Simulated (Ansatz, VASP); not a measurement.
# Cross-check of TiTePbS between VASP and Ansatz

Wanted: the spread between two codes on one cell, functional and k mesh. The cell is invented: As first built, before any earlier steps moved the atoms (in the runner's words): it takes the TePb2S structure with some of its atoms replaced by other elements, volume scaled by an estimate. It may not be a known or stable phase. The cell is taken from a series of VASP runs on this material, whose earlier steps may have relaxed, scaled or displaced it; both programs get it as it stands.

Method: plane waves, with VASP 6.6.1 beside it; relaxation of cell and atoms at revPBE, in Ansatz 0.2.0.

## Step 1: Starting point

Symmetry: P4/mmm, No. 123, tetragonal system. Conventional cell: a = 4.120 Å, b = 4.120 Å, c = 6.077 Å, α = 90.00°, β = 90.00°, γ = 90.00°. Nearest to Pb lie 4 S at 2.91 Å and 2 Te at 3.04 Å. Nearest to Te lie 4 Ti at 2.91 Å and 2 Pb at 3.04 Å. Nearest to Ti lie 4 Te at 2.91 Å and 2 S at 3.04 Å. Nearest to S lie 4 Pb at 2.91 Å and 2 Ti at 3.04 Å. As first built, before any earlier steps moved the atoms (in the runner's words): sites of the TePb2S structure (space group 123) filled with other elements, volume scaled by an estimate. Farther neighbours and most contacts between anions are not listed.

## Step 2: Ansatz: relaxation of cell and atoms, revPBE

Ansatz runs on its default PAW (the set named soft_2) files.

The relaxed volume is the usual yardstick between codes: its relative difference is about their pressure difference at one cell divided by the bulk modulus.

input.yaml reads:

```yaml
crystal:
  lattice:
    - [4.1199077611, 0.0, 0.0]
    - [0.0, 4.1199077611, 0.0]
    - [0.0, 0.0, 6.0768094985]
  atoms:
    - { symbol: Pb, position: [0.5, 0.5, 0.5] }
    - { symbol: Te, position: [0.5, 0.5, 0.0] }
    - { symbol: Ti, position: [0.0, 0.0, 0.0] }
    - { symbol: S, position: [0.0, 0.0, 0.5] }
hamiltonian:
  xc: revpbe
  pseudopotentials: { kind: paw }
kpoints:
  mp_grid: { grid: [5, 5, 3] }
scf:
  occupations: { method: gaussian, width: 0.05 }
relax:
  f_tol: 0.01
  max_steps: 60
  cell: { stress_tol: 0.05 }
output:
  forces: true
  stress: true
```

Started as:

```bash
$ ansatz run input.yaml --threads 4 --pin off --max-ram 9216MiB --backend cpu --events-out ev --progress --plain --runs-dir out
```

Numbers of over 12 decimals in the logs are rounded to 6 here.

Log:

```text
Engine: ansatz 0.2.0, aarch64-unknown-linux-gnu
Pseudopotentials: kind: paw
Pseudopotential: Pb, paw, valence charge 14, recommended cutoff 420 eV (normal), Pb.paw.azcp
Pseudopotential: Te, paw, valence charge 16, recommended cutoff 420 eV (normal), Te.paw.azcp
Pseudopotential: Ti, paw, valence charge 12, recommended cutoff 420 eV (normal), Ti.paw.azcp
Pseudopotential: S, paw, valence charge 6, recommended cutoff 420 eV (normal), S.paw.azcp
Functional definition: revPBE
  parameter kappa = 1.245
  parameter beta = 0.066725
  exchange = pbe_x(kappa = kappa, mu = beta*pi^2/3)
  correlation = pbe_c(beta = beta)
Crystal: 4 atoms, lattice volume = 103.146 Å³
Basis set: ecut = 420 eV, 2005 PW (Γ), exchange–correlation on 60×60×90 points (8 copies of the dense FFT grid, shifted against one another)
Bands: 29, of which v1, the nominal top of the filled ones, is band 24 counted from 1 (23 counted from 0)
Symmetry: 16 space group operations
Space group: P4/mmm (ITA 123), of the structure as read, at distance tolerance 4.7e-5 Å
k-points: 12 of 75
Non-local potential: Pb, projectors of the file, l = 0: 2, l = 1: 2, l = 2: 2, l = 3: 2
Non-local potential: Te, projectors of the file, l = 0: 2, l = 1: 2, l = 2: 2, l = 3: 2
Non-local potential: Ti, projectors of the file, l = 0: 3, l = 1: 2, l = 2: 3, l = 3: 1
Non-local potential: S, projectors of the file, l = 0: 2, l = 1: 2, l = 2: 2
PAW form: soft (Blöchl's): semilocal exchange-correlation on the pseudo side does not see the compensation charge
PAW frozen core: Pb, regenerated for the run's functional, and the local potential with it (the file was generated under x = pbe(κ = 0.804, μ = 0.219515), c = pbe(β = 0.066725))
PAW frozen core: Te, regenerated for the run's functional, and the local potential with it (the file was generated under x = pbe(κ = 0.804, μ = 0.219515), c = pbe(β = 0.066725))
PAW frozen core: Ti, regenerated for the run's functional, and the local potential with it (the file was generated under x = pbe(κ = 0.804, μ = 0.219515), c = pbe(β = 0.066725))
PAW frozen core: S, regenerated for the run's functional, and the local potential with it (the file was generated under x = pbe(κ = 0.804, μ = 0.219515), c = pbe(β = 0.066725))
PAW one-centre angular grid: Pb, 590 points (default); XC on 64 Gauss nodes
PAW one-centre angular grid: Te, 590 points (default); XC on 64 Gauss nodes
PAW one-centre angular grid: Ti, 590 points (default); XC on 64 Gauss nodes
PAW one-centre angular grid: S, 110 points (default); XC on 64 Gauss nodes
Initial density: superposition of atomic densities (neutral atoms: chi_scale 0, normalization atom), corrected by the library's trained network
Initial wavefunctions: pseudopotential atomic-orbital guess
Functional: x = revpbe(κ = 1.245, μ = 0.219515), c = pbe(β = 0.066725)
SCF iter   1: F=—  HF=-22311.883661 eV  |F-HF|=—  |Δ(HF+E_count)|=         —  Δρ=5.74e-3  dr2=1.47e-2  ethr=1.77e-3  ⟨swp⟩=6.2  Hψ=1626  notcnv=0
preconditioner: auto → Kerker (q_TF=auto, 2.402 Å⁻¹)  [metal: Δε(μ)=0.029 eV  Ē_g=10.485 eV  σ=0.050 eV  W_gap=0.32  n_scr=28 (ndim 8)  ℏωp=20.0 eV  f_vac=0.000  D(μ)=11.53/eV (n_scr^D=152)]
SCF iter   2: F=—  HF=-22311.883763 eV  |F-HF|=—  |Δ(HF+E_count)|=   1.02e-4  Δρ=2.44e-3  dr2=3.32e-3  ethr=3.06e-5  ⟨swp⟩=2.0  Hψ=487  notcnv=0
SCF iter   3: F=—  HF=-22311.884470 eV  |F-HF|=—  |Δ(HF+E_count)|=   7.06e-4  Δρ=1.19e-3  dr2=9.49e-4  ethr=6.93e-6  ⟨swp⟩=2.3  Hψ=457  notcnv=0
SCF iter   4: F=—  HF=-22311.884519 eV  |F-HF|=—  |Δ(HF+E_count)|=   4.95e-5  Δρ=2.22e-4  dr2=1.11e-4  ethr=1.98e-6  ⟨swp⟩=2.4  Hψ=582  notcnv=0
SCF iter   5: F=—  HF=-22311.884514 eV  |F-HF|=—  |Δ(HF+E_count)|=   5.54e-6  Δρ=1.09e-4  dr2=1.95e-5  ethr=2.31e-7  ⟨swp⟩=2.0  Hψ=443  notcnv=0
SCF iter   6: F=—  HF=-22311.884505 eV  |F-HF|=—  |Δ(HF+E_count)|=   8.31e-6  Δρ=6.54e-5  dr2=5.12e-6  ethr=4.07e-8  ⟨swp⟩=2.1  Hψ=580  notcnv=0
SCF iter   7: F=—  HF=-22311.884505 eV  |F-HF|=—  |Δ(HF+E_count)|=   2.39e-7  Δρ=1.35e-5  dr2=5.88e-7  ethr=1.07e-8  ⟨swp⟩=2.1  Hψ=444  notcnv=0
SCF iter   8: F=-22311.884505 eV  HF=-22311.884505 eV  |F-HF|=3.96e-8  |Δ(HF+E_count)|=   8.78e-8  Δρ=4.87e-6  dr2=6.45e-8  ethr=2.08e-10  ⟨swp⟩=3.9  Hψ=1336  notcnv=0
SCF 1 converged in 8 iterations: F = -22311.884505 eV  dr2 = 6.45e-8
  greatest PAW one-centre occupation: 0.999 electrons in one spin orbital (limit 2), on the Ti atom at site 2 (counted from 0), in its partial waves of l = 0
relax step   1: F+E_penalty+E_count = -22311.88450485 eV  Δ(F+E_penalty+E_count) = +0.000e0 eV  max|allowed force component| = 1.977e-29 eV/Å  Δτ_max = 0.0000 Å  P = +0.089 GPa  Ω = 103.146 Å³  (8 SCF iters, dr2 threshold 1.00e-7 eV, accepted)
[...]
relax step   2: F+E_penalty+E_count = -22311.88768240 eV  Δ(F+E_penalty+E_count) = -3.178e-3 eV  max|allowed force component| = 1.297e-29 eV/Å  Δτ_max = 0.0000 Å  P = -0.057 GPa  Ω = 103.595 Å³  energy of the carried Pulay correction = -5.140e-5 eV  (6 SCF iters, dr2 threshold 4.00e-7 eV, accepted)
[...]
relax step   3: F+E_penalty+E_count = -22311.88774631 eV  Δ(F+E_penalty+E_count) = -6.391e-5 eV  max|allowed force component| = 2.761e-30 eV/Å  Δτ_max = 0.0000 Å  P = +0.023 GPa  Ω = 103.426 Å³  energy of the carried Pulay correction = -3.208e-5 eV  (6 SCF iters, dr2 threshold 3.88e-8 eV, accepted)
[...]
relax step   4: F+E_penalty+E_count = -22311.88779970 eV  Δ(F+E_penalty+E_count) = -5.339e-5 eV  max|allowed force component| = 0.000e0 eV/Å  Δτ_max = 0.0000 Å  P = +0.023 GPa  Ω = 103.426 Å³  stress off target by 2.93e-2 GPa  SCF on the basis re-selected at this cell (its energy is not comparable with the rows above)  (6 SCF iters)
basis re-selected at this cell: Δ(F+E_penalty+E_count) = -5.339e-5 eV, ΔP = -0.000 GPa vs the last step (what re-selecting the basis moved, of the pressure what is left beyond the Pulay correction that the steps carried, after the strain that the cell walked since its last selection, with what the two solves' SCF thresholds leave and, on support functions, any second-order correction that the steps lacked; it is no measure of the basis error at this ecutwfc). This SCF's stress stands 2.93e-2 GPa from its target on what of the cell is left free (relax.cell.stress_tol is 5.00e-2 GPa) and its largest allowed force component is 0.00e0 eV/Å (relax.f_tol is 1.00e-2 eV/Å): [rest of the remark cut]
SCF converged after 6 iterations
Free energy (F): -22311.887800 eV
Harris-Foulkes:  -22311.887800 eV  (|F-HF|=3.64e-12)
Internal energy: -22311.875008 eV  (E = F + TS)
E sigma→0 (E₀):  -22311.881404 eV
Entropy (-TS):   -0.012791 eV (-3.198 meV/atom)
Fermi energy:    10.458746 eV
--- Per-component energies (eV) ---
  E_band       = -489.845092
  E_kinetic    = 844.403517
  E_local      = -3533.627594  (includes V_loc(G=0)·N_el)
  E_nonlocal   = 78.686556
  E_hartree    = 1726.926203
  E_xc         = -539.172786
  E_vxc        = -443.994974  (∫ρ·V_xc dr)
  E_paw        = -16738.462736  (= ΣΔE_a)
  E_vpaw       = -889.164977  (= ΣTr[D̂ρ^β])
  E_aug_tail   = -0.000013  (compensation charges beyond the density's cutoff)
  E_ewald      = -4150.590361
  E_core_change = -0.037792  (= ΣΔE_core)
  E_smearing   = -0.012791  (= −TS)
  E_closure    = 0.000000  (closes the sum)
  Σ components = -22311.887800   (vs F -22311.887800, Δ=0.00e0)
--- Forces (eV/Å), atoms counted from 1 ---
  atom   1  Pb     0.00000000     0.00000000     0.00000000
  atom   2  Te     0.00000000     0.00000000     0.00000000
  atom   3  Ti     0.00000000     0.00000000     0.00000000
  atom   4  S      0.00000000     0.00000000     0.00000000
  max |Σ_I F_I| component: 0.00e0 eV/Å
--- Stress (GPa, compression-positive) ---
        0.029343       0.000000       0.000000
        0.000000       0.029343       0.000000
        0.000000       0.000000       0.008932
  P = ⅓ Tr σ = 0.0225 GPa (0.225 kbar)
--- Relaxed structure (3 steps of the walk, 3 accepted, 1 SCFs on fresh bases) ---
  F+E_penalty+E_count = -22311.88779970 eV   max|allowed force component| = 0.000e0 eV/Å   (the final SCF, on the basis selected at the relaxed cell)
  cell:  # Å, volume = 103.4263 Å³
    - [4.106697, 0, 0.0]
    - [0, 4.106697, 0.0]
    - [0.0, 0.0, 6.132611]
  atoms:
    - { symbol: Pb, position: [0.5, 0.5, 0.500000] }
    - { symbol: Te, position: [0.5, 0.5, 0.0] }
    - { symbol: Ti, position: [0, 0, 0.0] }
    - { symbol: S, position: [0, 0, 0.500000] }
```

Elapsed: 2.6 s, on 4 threads of Arm Neoverse V2, shared host; peak memory 0.47 GiB.

## Step 3: VASP: relaxation of cell and atoms, revPBE

The same cell, functional, mesh and smearing now go to VASP, with its own data sets and cutoff.

Lines of VASP's logs that name or quote its potential files are left out, and so is its time.

INCAR reads:

```
SYSTEM = TiTePbS
PREC = Accurate
ENCUT = 400
EDIFF = 1E-06
NELM = 100
ISMEAR = 0
SIGMA = 0.05
LREAL = .FALSE.
ALGO = Normal
GGA = RE
NBANDS = 25
LORBIT = 11
LWAVE = .FALSE.
LCHARG = .FALSE.
KPAR = 2
IBRION = 2
NSW = 60
ISIF = 3
EDIFFG = -0.01
```

POSCAR reads:

```
TiTePbS
1.0
    4.1199077611      0.0000000000      0.0000000000
    0.0000000000      4.1199077611      0.0000000000
    0.0000000000      0.0000000000      6.0768094985
Pb Te Ti S
1 1 1 1
Direct
    0.5000000000      0.5000000000      0.5000000000
    0.5000000000      0.5000000000      0.0000000000
    0.0000000000      0.0000000000      0.0000000000
    0.0000000000      0.0000000000      0.5000000000
```

KPOINTS reads:

```
Automatic mesh
0
Gamma
5 5 3
0 0 0
```

Potentials, in the order of the species: Pb_d, Te, Ti_sv and S (PBE family, release 64).

Started as:

```bash
$ mpirun -np 2 vasp_std
```

Log:

```text
[banner, memory and clock lines left out]
running    2 mpi-ranks, on    1 nodes
 distrk:  each k-point on    1 cores,    2 groups
 distr:  one band on    1 cores,    1 groups

 POSCAR found type information on POSCAR PbTeTiS
 POSCAR found :  4 types and       4 ions
|                                                                             |
|               ----> ADVICE to this user running VASP <----                  |
|                                                                             |
|     You enforced a specific xc type in the INCAR file but a different       |
|     [... a line on the potential file left out ...]
|     I HOPE YOU KNOW WHAT YOU ARE DOING!                                     |
|                                                                             |

 LDA part: xc-table for (Slater+PW92), standard interpolation
 POSCAR, INCAR and KPOINTS ok, starting setup
 FFT: planning ... GRIDC
 FFT: planning ... GRID_SOFT
 FFT: planning ... GRID
 WAVECAR not read
 entering main loop
       N       E                     dE             d eps       ncg     rms          rms(c)
DAV:   1     0.348390230477E+03    0.34839E+03   -0.15400E+04   600   0.130E+03
DAV:   2     0.144265351013E+02   -0.33396E+03   -0.32770E+03   630   0.385E+02
DAV:   3    -0.192240361138E+02   -0.33651E+02   -0.33109E+02   918   0.131E+02
DAV:   4    -0.207848647791E+02   -0.15608E+01   -0.15293E+01   808   0.246E+01
DAV:   5    -0.208485434626E+02   -0.63679E-01   -0.63604E-01   910   0.469E+00    0.141E+01
DAV:   6    -0.214200339026E+02   -0.57149E+00   -0.72487E+01   813   0.286E+01    0.175E+01
DAV:   7    -0.185453888877E+02    0.28746E+01   -0.63367E+01   755   0.319E+01    0.533E+00
DAV:   8    -0.184482172777E+02    0.97172E-01   -0.18753E+00   716   0.639E+00    0.178E+00
DAV:   9    -0.184236027321E+02    0.24615E-01   -0.20301E-01   847   0.221E+00    0.980E-01
DAV:  10    -0.184255183999E+02   -0.19157E-02   -0.32737E-02   933   0.106E+00    0.402E-01
DAV:  11    -0.184282058024E+02   -0.26874E-02   -0.56300E-03   957   0.483E-01    0.180E-01
DAV:  12    -0.184282561267E+02   -0.50324E-04   -0.15859E-03   734   0.249E-01    0.453E-02
DAV:  13    -0.184282696885E+02   -0.13562E-04   -0.12097E-04   998   0.671E-02    0.286E-02
DAV:  14    -0.184282766403E+02   -0.69519E-05   -0.26671E-05   740   0.307E-02    0.113E-02
DAV:  15    -0.184282770017E+02   -0.36138E-06   -0.49477E-06   725   0.145E-02
   1 F= -.18428277E+02 E0= -.18421121E+02  d E =-.184283E+02
[...]
2 F= -.18431072E+02 E0= -.18424446E+02  d E =-.279506E-02
[...]
3 F= -.18431163E+02 E0= -.18424669E+02  d E =-.288647E-02
 curvature:  -0.61 expect dE=-0.579E-04 dE for cont linesearch -0.698E-09
 trial: gam= 0.01960 g(F)=  0.166E-62 g(S)=  0.955E-04 ort = 0.234E-05 (trialstep = 0.104E+01)
 search vector abs. value=  0.974E-04
 bond charge predicted
       N       E                     dE             d eps       ncg     rms          rms(c)
DAV:   1    -0.184326726601E+02   -0.15094E-02   -0.39661E-02   692   0.247E+00    0.262E-01
DAV:   2    -0.184315399330E+02    0.11327E-02   -0.94902E-03   698   0.881E-01    0.101E-01
DAV:   3    -0.184312484732E+02    0.29146E-03   -0.18631E-03   751   0.300E-01    0.508E-02
DAV:   4    -0.184311937704E+02    0.54703E-04   -0.30401E-04   827   0.177E-01    0.176E-02
DAV:   5    -0.184311949944E+02   -0.12240E-05   -0.36933E-05   855   0.257E-02    0.142E-02
DAV:   6    -0.184311955714E+02   -0.57699E-06   -0.33546E-06   894   0.954E-03
   4 F= -.18431196E+02 E0= -.18424688E+02  d E =-.321041E-04
 trial-energy change:   -0.000032  1 .order   -0.000065   -0.000100   -0.000031
 step:   1.5066(harm=  1.5066)  dis= 0.00000  next Energy=   -18.431235 (dE=-0.720E-04)
 reached required accuracy - stopping structural energy minimisation
```

(Part 1 of 2 ends here.)

[Lines on the potential files, build, host, timing and source positions are cut from VASP's logs without a mark.]

[Logs are printed without paths, hosts, clocks, repeated set-up lines and the standing remarks that a program may print on its own settings, such as how far it seeks lower states.]

[Hosts, paths, dates, database ids (printed as entryN), source tags and the programs' standing remarks are cut or masked in the printed files.]
